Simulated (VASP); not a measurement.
Here is the system:

```xyz
6
Lattice="4.3877 0.0000 0.0000 0.0000 4.3877 0.0000 0.0000 0.0000 2.8471" Properties=species:S:1:pos:R:3 pbc="T T T"
Mn     0.0000     0.0000     0.0000
Mn     2.1939     2.1939     1.4236
O      1.3349     1.3349     0.0000
O      3.5287     0.8590     1.4236
O      0.8590     3.5287     1.4236
O      3.0529     3.0529     0.0000
```
Starting moments (μB, in the order of the record's atoms Mn Mn O O O O): 2.6 -2.6 -0.1 0.1 0.1 -0.1.

All values below come from SCAN meta-GGA, VASP's PBE PAW potentials (set 64) (plane waves; VASP). Run with 520 eV cut-off, 6×6×9 Γ-centred mesh, tetrahedra with Blöchl corrections, potentials Mn_pv O.

The cores are frozen, which limits the accuracy of field gradients.

Give the principal components of the electric field gradient (V/Å²) and the asymmetry η at each nucleus.

```
atom    Vxx   Vyy     Vzz     η
----  -----  ----  ------  ----
Mn1   -10.3  -0.8    11.1  0.86
Mn2   -10.3  -0.8    11.1  0.86
O3     66.9  33.5  -100.5  0.33
O4     66.9  33.5  -100.5  0.33
O5     66.9  33.5  -100.5  0.33
O6     66.9  33.5  -100.5  0.33
```

The compound is MnO2 in the rutile structure. It was relaxed first.
